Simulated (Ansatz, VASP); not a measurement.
HfMoC2: VASP beside Ansatz

INCAR

```
SYSTEM = HfMoC2
ALGO     = Normal         ! electronic algorithm
EDIFF    = 1E-6           ! SCF threshold, eV
ENCUT    = 520            ! plane-wave cutoff, eV
GGA      = PE             ! functional
ISIF     = 2              ! what is computed and relaxed
ISMEAR   = -1             ! smearing method
LASPH    = .True.         ! aspherical terms in the spheres
LCHARG   = .False.        ! write CHGCAR
LREAL    = .False.        ! projectors in reciprocal space
LWAVE    = .False.        ! write WAVECAR
NBANDS   = 24             ! bands
NELM     = 60             ! most SCF steps
PREC     = Accurate       ! precision mode
SIGMA    = 0.05           ! smearing width, eV
```

Contents of KPOINTS:

```
k-points
0
Gamma
  8 8 6
  0 0 0
```

Contents of POSCAR:

```
HfMoC2
1.0
    3.1914230000      0.0000000000      0.0000000000
    0.0000000000      3.1914230000      0.0000000000
    0.0000000000      0.0000000000      4.4851640000
Hf Mo C
1 1 2
Direct
    0.0000000000      0.0000000000      0.0000000000
    0.5000000000      0.5000000000      0.5000000000
    0.5000000000      0.5000000000      0.0000000000
    0.0000000000      0.0000000000      0.5000000000
```

The input input.yaml:

```yaml
crystal:
  lattice:
    - [3.191423, 0.0, 0.0]
    - [0.0, 3.191423, 0.0]
    - [0.0, 0.0, 4.485164]
  atoms:
    - { symbol: Hf, position: [0.0, 0.0, 0.0] }
    - { symbol: Mo, position: [0.5, 0.5, 0.5] }
    - { symbol: C, position: [0.5, 0.5, 0.0] }
    - { symbol: C, position: [0.0, 0.0, 0.5] }
kpoints:
  mp_grid: { grid: [8, 8, 6] }
  band_path:
    path:
      - [0.0, 0.0, 0.0]
      - [0.0, 0.5, 0.0]
      - [0.5, 0.5, 0.0]
      - [0.0, 0.0, 0.0]
      - [0.0, 0.0, 0.5]
      - [0.0, 0.5, 0.5]
      - [0.5, 0.5, 0.5]
      - [0.0, 0.0, 0.5]
    npoints: 12
scf:
  occupations: { method: fermi_dirac, width: 0.05 }
hamiltonian:
  xc: pbe
  pseudopotentials: { kind: all_electron, lapw: { basis_error: 0.002 } }
output:
  forces: true
  stress: true
  eigenvalues: true
```

Alike in both runs: functional PBE; k mesh 8 × 8 × 6; occupations fermi-dirac, width 0.05 eV; no spin polarisation.

|  | VASP | Ansatz |
| --- | --- | --- |
| version | VASP 6.6.1 | Ansatz 0.2.0 |
| potentials or method | VASP PAW PBE potentials, release 64 (Hf_pv, Mo_sv, C) | all-electron LAPW, scalar-relativistic |
| plane-wave cutoff (eV) | 520 | see its input |
| task | single point | band structure |

|  | VASP | Ansatz | Ansatz less VASP |
| --- | --- | --- | --- |
| gap on the k mesh at the Fermi level (eV) | none | none | - |
| pressure (GPa) | -1.3 | -1.2 | +0.10 |
| largest component of the traceless stress (GPa) | 2.83 | 2.85 | +0.020 |

A gap of «none» marks a metal or a gap that the smearing closes. Ansatz ran all-electron here, so the differences hold the error of VASP's frozen core and of both bases.

Caveats: spin-orbit coupling is left out, which moves the levels of the heavy elements (Ansatz). Spin-orbit coupling is left out, which matters for the levels of Hf.
